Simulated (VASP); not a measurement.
An input for Quantum ESPRESSO's pw.x (written as the equivalent of a VASP run, and not itself run):

```
&CONTROL
  calculation = 'scf'
  pseudo_dir = './pseudo'
  outdir = './out'
  tprnfor = .true.
  tstress = .true.
/
&SYSTEM
  ibrav = 0
  nat = 8
  ntyp = 2
  ecutwfc = 90
  occupations = 'smearing'
  smearing = 'gaussian'
  degauss = 0.03675
  input_dft = 'pbe'
/
&ELECTRONS
  conv_thr = 7.3e-06
  electron_maxstep = 100
/
ATOMIC_SPECIES
  Fe 55.845 Fe.upf
  Ge 72.630 Ge.upf
CELL_PARAMETERS angstrom
     4.7158100    0.0000000    0.0000000
     0.0000000    4.7158100    0.0000000
     0.0000000    0.0000000    4.7158100
ATOMIC_POSITIONS crystal
  Fe   0.1319330  0.1321350  0.1275550
  Fe   0.3526430  0.8568500  0.6459000
  Fe   0.6382170  0.3617670  0.8596420
  Fe   0.8754970  0.6193100  0.3722600
  Ge   0.8482210  0.8513270  0.8386140
  Ge   0.6544290  0.1684970  0.3316160
  Ge   0.3411430  0.6630170  0.1673710
  Ge   0.1579180  0.3470960  0.6570410
K_POINTS automatic
  8 8 8 1 1 1
```

Task: Translate this input to VASP (INCAR, KPOINTS, POSCAR, choice of POTCAR).

Result: This is not unique; one that fits is 
**INCAR**
```
ALGO  =  Normal
EDIFF  =  1E-04
ENCUT  =  210
GGA  =  PE
ISIF  =  2
ISMEAR  =  0
LASPH  =  .True.
LCHARG  =  .False.
LMAXMIX  =  4
LREAL  =  .False.
LWAVE  =  .False.
NELM  =  100
PREC  =  Accurate
SIGMA  =  0.5
SYSTEM  =  FeGe
```

File POSCAR:
```
FeGe
1
    4.7158100000     0.0000000000     0.0000000000
    0.0000000000     4.7158100000     0.0000000000
    0.0000000000     0.0000000000     4.7158100000
Fe Ge
4 4
Direct
  0.1319330000   0.1321350000   0.1275550000
  0.3526430000   0.8568500000   0.6459000000
  0.6382170000   0.3617670000   0.8596420000
  0.8754970000   0.6193100000   0.3722600000
  0.8482210000   0.8513270000   0.8386140000
  0.6544290000   0.1684970000   0.3316160000
  0.3411430000   0.6630170000   0.1673710000
  0.1579180000   0.3470960000   0.6570410000
```

### KPOINTS
```
Regular mesh
0
gamma
  8 8 8
0.5 0.5 0.5
```

POTCAR, in this order: Fe Ge_d (PBE.64 set). Program: vasp_std.

Limits of the translation: the potentials are each code's own (VASP's PAW set, PseudoDojo norm-conserving files in pw.x), so ENCUT and ecutwfc are chosen apart and not converted; conv_thr bounds pw.x's estimated SCF error, while EDIFF bounds the energy change between steps.

The structure comes from a computed database's FeGe entry; how it stands against other phases isn't given here. The cell was not relaxed at this level, atoms are displaced from their ideal sites. The run is one of a series of settings (EDIFF = 1E-04, ENCUT = 210, ISPIN removed, the spin start removed, SIGMA = 0.5, KPOINTS 8×8×8 Γ-centred mesh shifted by (0.5, 0.5, 0.5) against the base run), some of them coarse on purpose.
